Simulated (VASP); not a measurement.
NiSi$_{2}$ (fluorite) relaxed at rising pressure, in one space group throughout; other phases were not tried. The pressures are those reached. Level of theory: LDA (Ceperley-Alder, Perdew-Zunger), VASP's LDA PAW potentials (set 64) (plane waves; VASP 6.6.1).

| P (GPa) | V (Å³/atom) | k-mesh |
|---|---|---|
| -0.12 | 12.786 | 10×10×10 |
| 4.89 | 12.445 | 10×10×10 |
| 9.93 | 12.132 | 10×10×10 |
| 19.91 | 11.598 | 10×10×10 |
| 29.95 | 11.194 | 10×10×10 |

Fit an equation of state and predict the volume at 44.90 GPa.

Least squares on the third-order Birch-Murnaghan form, P = (3B0/2)(y⁷ − y⁵)[1 + (3/4)(B′ − 4)(y² − 1)] with y = (V0/V)^(1/3), gives V0 = 12.787 Å³/atom, B0 = 165 GPa and B′ = 4.6, and so 10.685 Å³/atom. The run gave 10.698 Å³/atom, +0.1 % from the fit.

Pressures at which the relaxation failed are left out.

The compound is NiSi2 in the fluorite structure. The run is not spin-polarised, so no magnetic state was tried.
